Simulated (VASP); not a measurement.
```
CELL_PARAMETERS angstrom
      0.00000     3.10968     3.10968
      3.10968     0.00000     3.10968
      3.10968     3.10968     0.00000
ATOMIC_POSITIONS crystal
  Ga 0.00000 0.00000 0.00000
  Sb 0.25000 0.25000 0.25000
```

These are HSE06 screened hybrid, VASP's PBE PAW potentials (set 64) (plane waves; VASP) values and carry that method's errors. Run with 520 eV cut-off, 6×6×6 Γ-centred mesh, Gaussian smearing of 0.050 eV, potentials Ga_d Sb.

Unless said otherwise, spin-orbit coupling is left out, though it shifts the bands of the heavy elements here.

### Question
What does the run give for the energy per atom (σ→0), pressure, band gap (over the mesh, the named points and PBE's band edges) with the smallest direct gap where there is one?

### Answer

The band gap (over the mesh, the named points and PBE's band edges) is 0.46 eV and the smallest direct gap (over the mesh, the named points and PBE's band edges) is 0.46 eV. The energy per atom (σ→0) is -4.466 eV/atom and the pressure is -2.36 GPa.

The absolute energy has meaning only against runs of the same code, potentials and settings.

The compound is GaSb in the zinc blende structure. It was relaxed first, which changed the volume by +6 %.
